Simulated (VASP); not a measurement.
Data:

```xyz
2
Lattice="0.0000 2.3712 2.3712 2.3712 0.0000 2.3712 2.3712 2.3712 0.0000" Properties=species:S:1:pos:R:3 pbc="T T T"
B      0.0000     0.0000     0.0000
As     1.1856     1.1856     1.1856
```

Method: LDA (Ceperley-Alder, Perdew-Zunger), VASP's LDA PAW potentials (set 64) (plane waves; VASP). Run with 520 eV cut-off, 14×14×14 Γ-centred mesh, Gaussian smearing of 0.010 eV, potentials B As.

Question: Give the electronic dielectric tensor ε∞ (DFPT, local fields included).

Answer: 
```
9.65  0.00  0.00
0.00  9.65  0.00
0.00  0.00  9.65
```

Question: Give the Born effective charges.

Answer: 
```
atom   Z*xx   Z*yy   Z*zz   mean
----  -----  -----  -----  -----
B1    -0.56  -0.56  -0.56  -0.56
As2    0.56   0.56   0.56   0.56
```

Question: And the static tensor with the ions free?

Answer: 
```
9.78  0.00  0.00
0.00  9.78  0.00
0.00  0.00  9.78
```

Question: Which frequencies do the optical Γ-point modes have (no LO-TO splitting)?

Answer: 700 (×3) cm⁻¹.

The piezoelectric tensor e of the same run, ions relaxed (C/m²):

```json
[
 {"": "x", "xx": "0.00", "yy": "0.00", "zz": "0.00", "yz": "-0.03", "xz": "0.00", "xy": "0.00"},
 {"": "y", "xx": "0.00", "yy": "0.00", "zz": "0.00", "yz": "0.00", "xz": "-0.03", "xy": "0.00"},
 {"": "z", "xx": "0.00", "yy": "0.00", "zz": "0.00", "yz": "0.00", "xz": "0.00", "xy": "-0.03"}
]
```

The compound is BAs in the zinc blende structure. It was relaxed first.
